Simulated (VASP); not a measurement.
Calculation: revPBE GGA, VASP's PBE PAW potentials (set 64) (plane waves; VASP).

VASP input:

INCAR:
```
PREC = Accurate
LWAVE = F
LREAL = F
LORBIT = 11   ! lm-projected
LASPH = T   ! aspherical one-centre terms
LCHARG = T
LMAXMIX = 4   ! l cut-off of mixed one-centre charges
SYSTEM = Y
ENCUT = 520   ! plane-wave cut-off (eV)
EDIFF = 1E-7
ISMEAR = -5   ! tetrahedra, Bloechl
ALGO = Normal   ! blocked Davidson
GGA = RE   ! revPBE
NEDOS = 601   ! DOS grid
ISIF = 2
NELM = 100   ! most electronic steps
```

**POSCAR**
```
Y
11.4026470
  0.1617180021  -0.2801038211   0.0000000000
  0.1617180021   0.2801038211   0.0000000000
  0.0000000000   0.0000000000   0.5000000017
Y
2
Cartesian
  0.1617180021   0.0933681271   0.1250000004
  0.1617180021  -0.0933681271   0.3750000012
```

### KPOINTS
```
K-points
0
G
13 13 7
```

POTCAR, in this order: Y_sv (PBE.64 set). Program: vasp_std.

The resulting files:

### OSZICAR
```
       N       E                     dE             d eps       ncg     rms          rms(c)
DAV:   1     0.879657475108E+02    0.87966E+02   -0.11671E+04  2520   0.139E+03
DAV:   2    -0.517545816439E+01   -0.93141E+02   -0.92360E+02  3080   0.285E+02
DAV:   3    -0.125865971119E+02   -0.74111E+01   -0.73357E+01  4876   0.482E+01
DAV:   4    -0.127180331665E+02   -0.13144E+00   -0.13144E+00  2842   0.747E+00
DAV:   5    -0.127214385638E+02   -0.34054E-02   -0.34059E-02  3700   0.899E-01    0.324E+01
DAV:   6    -0.124010930521E+02    0.32035E+00   -0.44510E-01  2527   0.485E+00    0.201E+01
DAV:   7    -0.123498151885E+02    0.51278E-01   -0.88363E-01  3079   0.639E+00    0.182E+00
DAV:   8    -0.123406594577E+02    0.91557E-02   -0.18822E-01  3059   0.278E+00    0.134E+00
DAV:   9    -0.123392880188E+02    0.13714E-02   -0.36237E-03  3649   0.436E-01    0.299E-01
DAV:  10    -0.123394109663E+02   -0.12295E-03   -0.24731E-03  2611   0.513E-01    0.457E-01
DAV:  11    -0.123392827821E+02    0.12818E-03   -0.27171E-04  2826   0.168E-01    0.456E-02
DAV:  12    -0.123392765204E+02    0.62617E-05   -0.31313E-05  3164   0.552E-02    0.207E-02
DAV:  13    -0.123392801192E+02   -0.35988E-05   -0.58584E-06  2884   0.252E-02    0.137E-03
DAV:  14    -0.123392801210E+02   -0.18094E-08   -0.17450E-07  2802   0.231E-03
   1 F= -.12339280E+02 E0= -.12339280E+02  d E =0.000000E+00
```

**OUTCAR**
```
------------------------ aborting loop because EDIFF is reached ----------------------------------------
  FORCE on cell =-STRESS in cart. coord.  units (eV):
  Direction    XX          YY          ZZ          XY          YZ          ZX
  --------------------------------------------------------------------------------------
  Total        0.0172057      0.0172057      0.1384446      0.0000000      0.0000000      0.0000000
  in kB        0.4104764      0.4104765      3.3028762      0.0000000      0.0000000      0.0000000
  external PRESSURE =       1.3746097 kB  Pullay stress =       0.0000000 kB
  volume of cell :       67.16
      direct lattice vectors                 reciprocal lattice vectors
     1.844013291 -3.193924995  0.000000000     0.271147720 -0.156547195  0.000000000
     1.844013291  3.193924995  0.000000000     0.271147720  0.156547195  0.000000000
     0.000000000  0.000000000  5.701323519     0.000000000  0.000000000  0.175397870
 POSITION                                       TOTAL-FORCE (eV/Angst)
 -----------------------------------------------------------------------------------
      1.84401      1.06464      1.42533         0.000000      0.000000      0.000000
      1.84401     -1.06464      4.27599        -0.000000     -0.000000      0.000000
 -----------------------------------------------------------------------------------
    total drift:                                0.000000      0.000521     -0.000010
  FREE ENERGIE OF THE ION-ELECTRON SYSTEM (eV)
  ---------------------------------------------------
  free  energy   TOTEN  =       -12.3392801210 eV

  energy  without entropy=      -12.3392801210  energy(sigma->0) =      -12.33928012

 total charge

# of ion       s       p       d       f       tot
--------------------------------------------------
    1        2.273   6.223   0.891   0.006   9.393
    2        2.273   6.223   0.891   0.006   9.393
--------------------------------------------------
tot          4.545  12.447   1.782   0.012  18.785
```
(Selected blocks of OUTCAR.)

For a metal the tetrahedron method with Blöchl corrections gives inexact stress and forces.

The compound is Y in the hcp structure. It was relaxed first.
